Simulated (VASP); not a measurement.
These are RPBE GGA, VASP's PBE PAW potentials (set 64) (plane waves; VASP 6.6.1) values and carry that method's errors.

VASP ran on this input.

INCAR:
```
ALGO  =  Normal
EDIFF  =  1E-6
ENCUT  =  400
GGA  =  RP
ISIF  =  2
ISMEAR  =  1
LASPH  =  T
LCHARG  =  F
LMAXMIX  =  6
LREAL  =  F
LWAVE  =  F
NELM  =  100
PREC  =  Accurate
SIGMA  =  0.1
SYSTEM  =  Ge2Os
```

KPOINTS:
```
kpoints
0
G
8 8 8
```

### POSCAR
```
Ge2Os
1
    0.0000000000     3.0825070000     3.0825070000
    3.0825070000     0.0000000000     3.0825070000
    3.0825070000     3.0825070000     0.0000000000
Os Ge
1 2
Direct
  0.0000000000   0.0000000000   0.0000000000
  0.2500000000   0.2500000000   0.2500000000
  0.7500000000   0.7500000000   0.7500000000
```

POTCAR, in this order: Os Ge_d (PBE.64 set). Program: vasp_std.

Unless said otherwise, spin-orbit coupling is left out, though it shifts the bands of the heavy elements here.

**Question.** What does the run give for the energy per atom (σ→0), pressure, band gap (on the k-mesh)?

**Answer.** 
```
Property                                                     Value
------------------------  ----------------------------------------
energy per atom (σ→0)                           -585.2 kJ/mol-atom
band gap (on the k-mesh)  none (metal, semimetal or under 0.01 eV)
pressure                                                 -8.85 GPa
```

File OSZICAR:
```
...
DAV:   8    -0.181930919389E+02    0.33326E-01   -0.97449E-02  1588   0.213E+00    0.191E-01
DAV:   9    -0.181943962338E+02   -0.13043E-02   -0.14401E-02  1706   0.181E+00    0.114E-01
DAV:  10    -0.181946445469E+02   -0.24831E-03   -0.14983E-03  1536   0.327E-01    0.456E-02
DAV:  11    -0.181948739946E+02   -0.22945E-03   -0.55796E-04  1426   0.223E-01    0.221E-02
DAV:  12    -0.181948820568E+02   -0.80621E-05   -0.13337E-05  1510   0.327E-02    0.702E-03
DAV:  13    -0.181948934071E+02   -0.11350E-04   -0.28600E-05  1176   0.210E-02    0.186E-03
DAV:  14    -0.181948935667E+02   -0.15954E-06   -0.65421E-07  1178   0.505E-03
   1 F= -.18194894E+02 E0= -.18195350E+02  d E =0.137031E-02
```

The structure was generated: Ge2Os was put into the fluorite type (Fm-3m), which need not be its known phase. The cell was not relaxed at this level. The run is one of a series of settings (GGA = RP against the base run), some of them coarse on purpose.
